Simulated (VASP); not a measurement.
Set up this calculation in VASP 6.6.1, as the native input.

```
Task                   : single point
Functional             : PBE
Potentials or basis    : VASP PAW PBE potentials, release 64 (Sn_d, Fe, Mg)
Cutoff                 : 520 eV
k mesh                 : 6 × 5 × 5
Occupations            : fermi-dirac, width 0.05 eV
Spin                   : collinear spin, ferromagnetic start
Starting moments       : [0.0, 3.0, 0.0, 0.0, 0.0, 0.0, 0.0, 0.0] μB
Further INCAR settings : ALGO = Normal; EDIFF = 1e-07; NBANDS = 31
```

The structure of Mg6FeSn lies in POSCAR:

```
Mg6FeSn
1.0
    4.9243800000      0.0000000000      0.0000000000
    0.0000000000      3.1717560000      5.3635525000
    0.0000000000     -3.1717560000      5.3635525000
Sn Fe Mg
1 1 6
Direct
    0.4908550000      0.6707420000      0.6652460000
   -0.0118050000      0.8327200000      0.8409350000
    0.4971820000      0.1678270000      0.1682210000
    0.4989330000      0.6711170000      0.1442920000
    0.5022440000      0.1470190000      0.6700250000
   -0.0006190000      0.3338910000      0.3419690000
   -0.0074130000      0.8421040000      0.3191110000
   -0.0063590000      0.3254330000      0.8358060000
```

The cell comes from a database or a generator and needn't be the stable form of this composition.

The cell isn't the ideal one: atoms moved at random, drawn with an rms of 0.05 Å.

The input as run:

INCAR

```
ALGO = Normal
EDIFF = 1E-7
ENCUT = 520
GGA = PE
ISIF = 2
ISMEAR = -1
ISPIN = 2
LASPH = T
LCHARG = T
LELF = T
LMAXMIX = 4
LORBIT = 11
LREAL = F
LVHAR = T
LWAVE = F
MAGMOM = 0 3 0 0 0 0 0 0
NBANDS = 31
NELM = 100
PREC = Accurate
SIGMA = 0.05
```

KPOINTS

```
k-points
0
Gamma
  6 5 5
```

Potentials or basis: VASP PAW PBE potentials, release 64 (Sn_d, Fe, Mg).

Run with:

```bash
$ cat potpaw_PBE.64/Sn_d/POTCAR potpaw_PBE.64/Fe/POTCAR potpaw_PBE.64/Mg/POTCAR > POTCAR
$ mpirun -np 1 vasp_std > vasp.out
```

It gave:

| Item | Value |
| --- | --- |
| Pressure | -0.6 GPa |
| Largest force | 0.190 eV/Å |
| Band gap on the k mesh | none (metal or under the smearing width) |
| Net moment | 2.20 μB per cell |
| Site moments | Sn -0.04; Fe +2.58; Mg +0.00, -0.02, -0.01 μB |
| Valence electrons inside the program's atomic spheres | Sn 12.31; Fe 6.76; Mg 0.37, 0.36, 0.35 |

Wall time 23 min on 1 thread of Intel(R) Xeon(R) Platinum 8375C CPU @ 2.90GHz (Ice Lake), with other jobs on the host, peak memory 0.8 GiB.
